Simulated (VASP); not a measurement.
# ZnIr2O4 (Fd-3m) in VASP: settings compared

Aim: see how the results for ZnIr2O4 move with the level of theory and the settings. Levels: PBE, LDA. Tasks: band structure.

Everything below comes from runs of VASP 6.6.1. Logs are shortened: lines on timing, memory, paths and dates and some standing lists are left out, and cuts for length are marked.

## (1) The structure

The structure is cubic, space group Fd-3m (No. 227). The conventional cell has a = 8.629 Å, b = 8.629 Å, c = 8.629 Å, α = 90.00°, β = 90.00°, γ = 90.00°. Zn (site symmetry -43m) is surrounded by 4 O at 2.03 Å. Around Ir (site symmetry -3m) lie 6 O at 2.07 Å. O (site symmetry 3m) has 1 Zn at 2.03 Å and 3 Ir at 2.07 Å as nearest neighbours.

The cell comes from a database or a generator and needn't be the stable form of this composition.

## (2) Band structure, PBE

INCAR

```
PREC     = Accurate       # precision mode
ENCUT    = 520            # plane-wave cutoff, eV
EDIFF    = 1E-6           # SCF threshold, eV
ISMEAR   = 0              # smearing method
SIGMA    = 0.03           # smearing width, eV
LREAL    = F              # projectors in reciprocal space
LASPH    = T              # aspherical terms in the spheres
NELM     = 80             # most SCF steps
ALGO     = Normal         # electronic algorithm
ISIF     = 2              # what is computed and relaxed
LWAVE    = F              # write WAVECAR
LCHARG   = F              # write CHGCAR
LMAXMIX  = 4              # l up to which the mixer works
GGA      = PE             # functional
KPAR     = 4
```

KPOINTS

```
Automatic mesh
0
Gamma
  6 6 6
```

POSCAR

```
ZnIr2O4                                 
1.0
    0.0000000000      4.3145668854      4.3145668854
    4.3145668854      0.0000000000      4.3145668854
    4.3145668854      4.3145668854      0.0000000000
  Zn              Ir              O             
     2     4     8
Direct
     0.7500000000000000    0.7500000000000000    0.7500000000000000
     0.5000000000000000    0.5000000000000000    0.5000000000000000
     0.1250000000000000    0.1250000000000000    0.6250000000000000
     0.1250000000000000    0.6250000000000000    0.1250000000000000
     0.6250000000000000    0.1250000000000000    0.1250000000000000
     0.1250000000000000    0.1250000000000000    0.1250000000000000
     0.3639631762139288    0.3639631762139288    0.9081104713582278
     0.3639631762139288    0.9081104713582278    0.3639631762139288
     0.9081104713582278    0.3639631762139288    0.3639631762139288
     0.3639631762139288    0.3639631762139288    0.3639631762139288
     0.8860368237860712    0.8860368237860712    0.3418895286417722
     0.8860368237860712    0.3418895286417722    0.8860368237860712
     0.3418895286417722    0.8860368237860712    0.8860368237860712
     0.8860368237860712    0.8860368237860712    0.8860368237860712
```

KPOINTS_OPT

```
explicit points
302
Reciprocal
 0.0000000000  0.0000000000  0.0000000000 1
 0.0263157895  0.0000000000  0.0263157895 1
 0.0526315789  0.0000000000  0.0526315789 1
 0.0789473684  0.0000000000  0.0789473684 1
 0.1052631579  0.0000000000  0.1052631579 1
 0.1315789474  0.0000000000  0.1315789474 1
[... 294 lines left out ...]
 0.4827686300  0.0172313700  0.5000000000 1
 0.5172313700 -0.0172313700  0.5000000000 1
```

Potentials or basis: VASP PAW PBE potentials, release 64 (Zn, Ir, O).

Started as:

```sh
cat potpaw_PBE.64/Zn/POTCAR potpaw_PBE.64/Ir/POTCAR potpaw_PBE.64/O/POTCAR > POTCAR
mpirun -np 4 vasp_std > vasp.out
```

OUTCAR:

```text
PREC = Accurate
   ENCUT = 520
   EDIFF = 1E-6
   ISMEAR = 0
   LREAL = F
   LASPH = T
   NELM = 80
   ISIF = 2
   GGA = PE

 ion  position               nearest neighbor table
   1  0.750  0.750  0.750-  14 2.03  12 2.03  13 2.03  11 2.03
   2  0.500  0.500  0.500-  10 2.03   8 2.03   9 2.03   7 2.03
   3  0.125  0.125  0.625-   8 2.07   9 2.07  12 2.07  13 2.07  10 2.07  14 2.07   6 3.05   4 3.05
                             5 3.05   6 3.05   4 3.05   5 3.05
   4  0.125  0.625  0.125-   7 2.07   9 2.07  11 2.07  13 2.07  10 2.07  14 2.07   6 3.05   3 3.05
                             3 3.05   5 3.05   6 3.05   5 3.05
   5  0.625  0.125  0.125-   7 2.07   8 2.07  11 2.07  12 2.07  10 2.07  14 2.07   6 3.05   3 3.05
                             4 3.05   3 3.05   4 3.05   6 3.05
   6  0.125  0.125  0.125-   7 2.07   8 2.07   9 2.07  11 2.07  12 2.07  13 2.07   3 3.05   4 3.05
                             5 3.05   3 3.05   4 3.05   5 3.05
   7  0.364  0.364  0.908-   2 2.03   4 2.07   5 2.07   6 2.07
   8  0.364  0.908  0.364-   2 2.03   3 2.07   5 2.07   6 2.07
   9  0.908  0.364  0.364-   2 2.03   3 2.07   4 2.07   6 2.07
  10  0.364  0.364  0.364-   2 2.03   4 2.07   5 2.07   3 2.07
  11  0.886  0.886  0.342-   1 2.03   4 2.07   5 2.07   6 2.07
  12  0.886  0.342  0.886-   1 2.03   3 2.07   5 2.07   6 2.07
  13  0.342  0.886  0.886-   1 2.03   3 2.07   4 2.07   6 2.07
  14  0.886  0.886  0.886-   1 2.03   4 2.07   5 2.07   3 2.07

  LATTYP: Found a face centered cubic cell.
 ALAT       =     8.6291337708

  Lattice vectors:

 A1 = (   0.0000000000,   4.3145668854,   4.3145668854)
 A2 = (   4.3145668854,   0.0000000000,   4.3145668854)
 A3 = (   4.3145668854,   4.3145668854,   0.0000000000)

Analysis of symmetry for initial positions (statically):
=====================================================================
 Subroutine PRICEL returns:
 Original cell was already a primitive cell.

 Routine SETGRP: Setting up the symmetry group for a
 face centered cubic supercell.

 Subroutine GETGRP returns: Found 48 space group operations
 (whereof 24 operations were pure point group operations)
 out of a pool of 48 trial point group operations.

The static configuration has the point symmetry T_d .
 The point group associated with its full space group is O_h .

Analysis of symmetry for dynamics (positions and initial velocities):
=====================================================================
 Subroutine PRICEL returns:
 Original cell was already a primitive cell.

 Routine SETGRP: Setting up the symmetry group for a
 face centered cubic supercell.

 Subroutine GETGRP returns: Found 48 space group operations
 (whereof 24 operations were pure point group operations)
 out of a pool of 48 trial point group operations.

The dynamic configuration has the point symmetry T_d .
 The point group associated with its full space group is O_h .

 Subroutine INISYM returns: Found 48 space group operations
 (whereof 24 operations are pure point group operations),
 and found     1 'primitive' translations

----------------------------------------------------------------------------------------

                                     Primitive cell

  volume of cell :     160.6355

  direct lattice vectors                    reciprocal lattice vectors
     0.000000000  4.314566885  4.314566885    -0.115886487  0.115886487  0.115886487
     4.314566885  0.000000000  4.314566885     0.115886487 -0.115886487  0.115886487
     4.314566885  4.314566885  0.000000000     0.115886487  0.115886487 -0.115886487

  length of vectors
     6.101719005  6.101719005  6.101719005     0.200721284  0.200721284  0.200721284

  position of ions in fractional coordinates (direct lattice)
     0.750000000  0.750000000  0.750000000
     0.500000000  0.500000000  0.500000000
     0.125000000  0.125000000  0.625000000
     0.125000000  0.625000000  0.125000000
     0.625000000  0.125000000  0.125000000
     0.125000000  0.125000000  0.125000000
     0.363963176  0.363963176  0.908110471
     0.363963176  0.908110471  0.363963176
     0.908110471  0.363963176  0.363963176
     0.363963176  0.363963176  0.363963176
     0.886036824  0.886036824  0.341889529
     0.886036824  0.341889529  0.886036824
     0.341889529  0.886036824  0.886036824
     0.886036824  0.886036824  0.886036824

  ion indices of the primitive-cell ions
   primitive index   ion index
                 1           1
                 2           2
                 3           3
                 4           4
                 5           5
                 6           6
                 7           7
                 8           8
                 9           9
                10          10
                11          11
                12          12
                13          13
                14          14

----------------------------------------------------------------------------------------

 KPOINTS: Automatic mesh

[... 59 lines left out ...]
   EFERMI =   0.00;   METHOD = LEGACY
   ISMEAR =     0;   SIGMA  =   0.03  broadening in eV -4-tet -1-fermi 0-gaus
   EFERMI_NEDOS =   21; number of points for ismear=-14 and -15
   IALGO  =     38    algorithm
   IMIX   =      4    mixing-type and parameters
     AMIX     =   0.40;   BMIX     =  1.00
     AMIX_MAG =   1.60;   BMIX_MAG =  1.00
  volume/ion in A,a.u.               =      11.47        77.43
  Fermi-wavevector in a.u.,A,eV,Ry     =   1.434175  2.710198 27.985259  2.056859
  Thomas-Fermi vector in A             =   2.553613
   LORBIT       =      0    0 simple, 1 ext, 2 COOP (PROOUT), +10 PAW based schemes
   GGA     = PE    functional components
   LHFCALC =     F    Hartree Fock is set to
   AEXX    =    0.0000 exact exchange contribution
   IVDW    =     0    specifies the selected vdW correction
   LEPSILON=     F    determine dielectric tensor
   LRPA    =     F    only Hartree local field effects (RPA)
 non-spin polarized calculation
 Gauss-broadening in eV      SIGMA  =   0.03
  energy-cutoff  :      520.00
  volume of cell :      160.64
 maximum number of plane-waves:      4345
 NGX is ok and might be reduce to    48
   NGX = 23   NGY = 23   NGZ = 23

 number of electron     108.0000012 magnetization

 Free energy of the ion-electron system (eV)
  ---------------------------------------------------
  ext. energy  EPLUGINS =         0.00000000
  ---------------------------------------------------
  free energy    TOTEN  =       -86.19625928 eV

  energy without entropy =      -86.19625928  energy(sigma->0) =      -86.19625928

 E-fermi :   5.6999     XC(G=0): -11.6920

 val. band max:        5.5591126704   @ k =   0.5000   0.5000   0.0000
 cond. band min:       6.1693852000   @ k =   0.0000   0.0000   0.0000
 fundamental gap:      0.6102725296
 Fermi energy:         5.6999200843

 k-point     1 :       0.0000    0.0000    0.0000
  band No.  band energies     occupation
      1     -15.3675      2.00000
      2     -14.3800      2.00000
      3     -14.3800      2.00000
      4     -14.3800      2.00000
      5     -14.0071      2.00000
      6     -13.8395      2.00000
[... 56 lines left out ...]
     63       8.7478      0.00000
     64       9.0999      0.00000

 k-point     2 :       0.1667    0.0000    0.0000
  band No.  band energies     occupation
      1     -15.2976      2.00000
      2     -14.3877      2.00000
      3     -14.3535      2.00000
      4     -14.3535      2.00000
      5     -14.0602      2.00000
      6     -13.8706      2.00000
[... 927 lines left out ...]
     63       9.6821      0.00000
     64       9.9008      0.00000

 k-point    16 :      -0.3333    0.5000    0.1667
  band No.  band energies     occupation
      1     -14.6868      2.00000
      2     -14.6868      2.00000
      3     -14.2487      2.00000
      4     -14.2487      2.00000
      5     -14.1196      2.00000
      6     -14.1196      2.00000
[... 56 lines left out ...]
     63      10.1387      0.00000
     64      10.1387      0.00000

------------------------ aborting loop because EDIFF is reached ----------------------------------------

  FORCE on cell =-STRESS in cart. coord.  units (eV):
  Direction    XX          YY          ZZ          XY          YZ          ZX
  --------------------------------------------------------------------------------------
  -------------------------------------------------------------------------------------
  Total        8.7723366      8.7723366      8.7723366     -0.0000000     -0.0000000      0.0000000
  in kB       87.4952056     87.4952056     87.4952056     -0.0000000     -0.0000000      0.0000000
  external PRESSURE =      87.4952056 kB  Pullay stress =       0.0000000 kB

 VOLUME and BASIS-vectors are now :
 -----------------------------------------------------------------------------
  energy-cutoff  :      520.00
  volume of cell :      160.64
      direct lattice vectors                 reciprocal lattice vectors
     0.000000000  4.314566885  4.314566885    -0.115886487  0.115886487  0.115886487
     4.314566885  0.000000000  4.314566885     0.115886487 -0.115886487  0.115886487
     4.314566885  4.314566885  0.000000000     0.115886487  0.115886487 -0.115886487

 POSITION                                       TOTAL-FORCE (eV/Angst)
 -----------------------------------------------------------------------------------
      6.47185      6.47185      6.47185        -0.000000     -0.000000     -0.000000
      4.31457      4.31457      4.31457        -0.000000     -0.000000     -0.000000
      3.23593      3.23593      1.07864        -0.000000     -0.000000     -0.000000
      3.23593      1.07864      3.23593        -0.000000     -0.000000     -0.000000
      1.07864      3.23593      3.23593        -0.000000     -0.000000     -0.000000
      1.07864      1.07864      1.07864        -0.000000     -0.000000     -0.000000
      5.48845      5.48845      3.14069        -0.155529     -0.155529      0.155529
      5.48845      3.14069      5.48845        -0.155529      0.155529     -0.155529
      3.14069      5.48845      5.48845         0.155529     -0.155529     -0.155529
      3.14069      3.14069      3.14069         0.155529      0.155529      0.155529
      5.29797      5.29797      7.64573         0.155529      0.155529     -0.155529
      5.29797      7.64573      5.29797         0.155529     -0.155529      0.155529
      7.64573      5.29797      5.29797        -0.155529      0.155529      0.155529
      7.64573      7.64573      7.64573        -0.155529     -0.155529     -0.155529
 -----------------------------------------------------------------------------------
    total drift:                                0.000000      0.000000      0.000000

  FREE ENERGIE OF THE ION-ELECTRON SYSTEM (eV)
  ---------------------------------------------------
  free  energy   TOTEN  =       -86.1962592849 eV

  energy  without entropy=      -86.1962592849  energy(sigma->0) =      -86.19625928
```

Wall time 9.4 min (4 MPI ranks of Intel Xeon Platinum 8488C (Sapphire Rapids), shared host); peak memory 0.44 GiB.

Results:

* Free energy: -86.1963 eV
* Pressure: 8.7 GPa
* Largest force: 0.269 eV/Å
* Band gap on the k mesh: 0.61 eV, indirect (least direct gap 0.69 eV)
* Band gap along the path: 0.61 eV, indirect (least direct gap 0.69 eV)

Forces on the atoms (eV/Å):
```
Zn   0.000  0.000  0.000
Zn   0.000  0.000  0.000
Ir   0.000  0.000  0.000
Ir   0.000  0.000  0.000
Ir   0.000  0.000  0.000
Ir   0.000  0.000  0.000
O   -0.156 -0.156  0.156
O   -0.156  0.156 -0.156
O    0.156 -0.156 -0.156
O    0.156  0.156  0.156
O    0.156  0.156 -0.156
O    0.156 -0.156  0.156
O   -0.156  0.156  0.156
O   -0.156 -0.156 -0.156
```

Levels at the corners of the path, in eV from the valence-band top:
```csv
point,band 50,band 51,band 52,band 53,band 54,band 55,band 56,band 57,band 58,band 59
Γ,-0.15,-0.15,-0.08,-0.08,-0.08,0.61,2.76,2.76,2.76,2.98
X,-0.40,-0.15,-0.15,0.00,0.00,0.88,0.88,2.09,2.09,2.91
X,-0.40,-0.15,-0.15,0.00,0.00,0.88,0.88,2.09,2.09,2.91
W,-0.61,-0.07,-0.07,-0.01,-0.01,1.33,1.33,2.09,2.09,2.70
W,-0.61,-0.07,-0.07,-0.01,-0.01,1.33,1.33,2.09,2.09,2.70
K,-0.47,-0.14,-0.07,-0.04,-0.03,1.23,1.34,2.16,2.19,2.67
K,-0.47,-0.14,-0.07,-0.04,-0.03,1.23,1.34,2.16,2.19,2.67
Γ,-0.15,-0.15,-0.08,-0.08,-0.08,0.61,2.76,2.76,2.76,2.98
Γ,-0.15,-0.15,-0.08,-0.08,-0.08,0.61,2.76,2.76,2.76,2.98
L,-0.61,-0.42,-0.15,-0.11,-0.11,2.10,2.47,2.48,2.53,2.53
L,-0.61,-0.42,-0.15,-0.11,-0.11,2.10,2.47,2.48,2.53,2.53
U,-0.47,-0.14,-0.07,-0.04,-0.03,1.23,1.34,2.16,2.19,2.67
U,-0.47,-0.14,-0.07,-0.04,-0.03,1.23,1.34,2.16,2.19,2.67
W,-0.61,-0.07,-0.07,-0.01,-0.01,1.33,1.33,2.09,2.09,2.70
W,-0.61,-0.07,-0.07,-0.01,-0.01,1.33,1.33,2.09,2.09,2.70
L,-0.61,-0.42,-0.15,-0.11,-0.11,2.10,2.47,2.48,2.53,2.53
L,-0.61,-0.42,-0.15,-0.11,-0.11,2.10,2.47,2.48,2.53,2.53
K,-0.47,-0.14,-0.07,-0.04,-0.03,1.23,1.34,2.16,2.19,2.67
U,-0.47,-0.14,-0.07,-0.04,-0.03,1.23,1.34,2.16,2.19,2.67
X,-0.40,-0.15,-0.15,0.00,0.00,0.88,0.88,2.09,2.09,2.91
```

Caveat: spin-orbit coupling is left out, which moves the levels of the heavy elements. As with any semilocal functional, this PBE gap is likely too small.

## (3) Band structure, LDA

INCAR, as its differences from that of step 2:

```diff
@@ -13,3 +13,3 @@
 LMAXMIX  = 4              # l up to which the mixer works
-GGA      = PE             # functional
+GGA      = CA             # functional
 KPAR     = 4
```

KPOINTS is that of step 2.

POSCAR is that of step 2.

KPOINTS_OPT is that of step 2.

Potentials or basis: VASP PAW LDA potentials, release 64 (Zn, Ir, O).

Started as:

```sh
cat potpaw_LDA.64/Zn/POTCAR potpaw_LDA.64/Ir/POTCAR potpaw_LDA.64/O/POTCAR > POTCAR
mpirun -np 4 vasp_std > vasp.out
```

It took 10 min on 4 MPI ranks of Intel Xeon Platinum 8488C (Sapphire Rapids), shared host; peak memory 0.4 GiB.

The run converged. Its results:

* Free energy: -100.3958 eV
* Pressure: -5.6 GPa
* Largest force: 0.122 eV/Å
* Band gap on the k mesh: 0.53 eV, indirect (least direct gap 0.61 eV)
* Band gap along the path: 0.53 eV, indirect (least direct gap 0.61 eV)

Forces on the atoms (eV/Å):
```
Zn   0.000  0.000  0.000
Zn   0.000  0.000  0.000
Ir   0.000  0.000  0.000
Ir   0.000  0.000  0.000
Ir   0.000  0.000  0.000
Ir   0.000  0.000  0.000
O    0.070  0.070 -0.070
O    0.070 -0.070  0.070
O   -0.070  0.070  0.070
O   -0.070 -0.070 -0.070
O   -0.070 -0.070  0.070
O   -0.070  0.070 -0.070
O    0.070 -0.070 -0.070
O    0.070  0.070  0.070
```

Levels at the corners of the path, in eV from the valence-band top:
```csv
point,band 51,band 52,band 53,band 54,band 55,band 56,band 57,band 58
Γ,-0.13,-0.08,-0.08,-0.08,0.53,2.65,2.65,2.65
X,-0.15,-0.15,0.00,0.00,0.74,0.74,1.94,1.94
X,-0.15,-0.15,0.00,0.00,0.74,0.74,1.94,1.94
W,-0.07,-0.07,-0.01,-0.01,1.20,1.20,1.95,1.95
W,-0.07,-0.07,-0.01,-0.01,1.20,1.20,1.95,1.95
K,-0.14,-0.07,-0.04,-0.02,1.10,1.21,2.00,2.05
K,-0.14,-0.07,-0.04,-0.02,1.10,1.21,2.00,2.05
Γ,-0.13,-0.08,-0.08,-0.08,0.53,2.65,2.65,2.65
Γ,-0.13,-0.08,-0.08,-0.08,0.53,2.65,2.65,2.65
L,-0.43,-0.13,-0.11,-0.11,2.00,2.34,2.34,2.41
L,-0.43,-0.13,-0.11,-0.11,2.00,2.34,2.34,2.41
U,-0.14,-0.07,-0.04,-0.02,1.10,1.21,2.00,2.05
U,-0.14,-0.07,-0.04,-0.02,1.10,1.21,2.00,2.05
W,-0.07,-0.07,-0.01,-0.01,1.20,1.20,1.95,1.95
W,-0.07,-0.07,-0.01,-0.01,1.20,1.20,1.95,1.95
L,-0.43,-0.13,-0.11,-0.11,2.00,2.34,2.34,2.41
L,-0.43,-0.13,-0.11,-0.11,2.00,2.34,2.34,2.41
K,-0.14,-0.07,-0.04,-0.02,1.10,1.21,2.00,2.05
U,-0.14,-0.07,-0.04,-0.02,1.10,1.21,2.00,2.05
X,-0.15,-0.15,0.00,0.00,0.74,0.74,1.94,1.94
```

Caveat: spin-orbit coupling is left out, which moves the levels of the heavy elements.
